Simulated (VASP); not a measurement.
OSZICAR of a VASP run on TiB₂ (atoms displaced from the space group 191 structure):

**OSZICAR**
```
       N       E                     dE             d eps       ncg     rms          rms(c)
DAV:   1     0.109135864976E+03    0.10914E+03   -0.80092E+03  5881   0.134E+03
DAV:   2    -0.216847913075E+02   -0.13082E+03   -0.12727E+03  6086   0.358E+02
DAV:   3    -0.293644264987E+02   -0.76796E+01   -0.75381E+01  8248   0.851E+01
DAV:   4    -0.296143210362E+02   -0.24989E+00   -0.24972E+00  7575   0.143E+01
DAV:   5    -0.296227550021E+02   -0.84340E-02   -0.84336E-02  8686   0.211E+00    0.183E+01
DAV:   6    -0.242792503704E+02    0.53435E+01   -0.25753E+01  7686   0.613E+01    0.423E+00
DAV:   7    -0.243225627531E+02   -0.43312E-01   -0.15264E+00  6394   0.147E+01    0.374E+00
DAV:   8    -0.243321463274E+02   -0.95836E-02   -0.13588E-01  8888   0.327E+00    0.640E-01
DAV:   9    -0.243283121031E+02    0.38342E-02   -0.42782E-02  7744   0.279E+00    0.258E-01
DAV:  10    -0.243278373644E+02    0.47474E-03   -0.44459E-03  7211   0.967E-01    0.902E-02
DAV:  11    -0.243277790340E+02    0.58330E-04   -0.16175E-04  7531   0.154E-01    0.472E-02
DAV:  12    -0.243277702437E+02    0.87903E-05   -0.64680E-05  7615   0.104E-01    0.987E-03
DAV:  13    -0.243277697213E+02    0.52247E-06   -0.73958E-06  6849   0.371E-02
   1 F= -.24327770E+02 E0= -.24327485E+02  d E =-.570232E-03
```

Task: Which electronic solver shows in the log?

Result: It is blocked Davidson (ALGO = Normal, or the opening steps of other solvers). The INCAR had ALGO = Normal.

Task: Can the final energy be trusted as converged?

Result: Self-consistency was reached. It stopped with EDIFF = 1E-6, NELM = 100 (PBE GGA, plane waves, VASP's PBE PAW potentials (set 64)).

The structure comes from a computed database's TiB2 entry; how it stands against other phases isn't given here. The cell was not relaxed at this level, atoms are displaced from their ideal sites. The k-mesh is coarse (spacing up to 0.31 per Å, 2π included), so the numbers may not be converged in it.
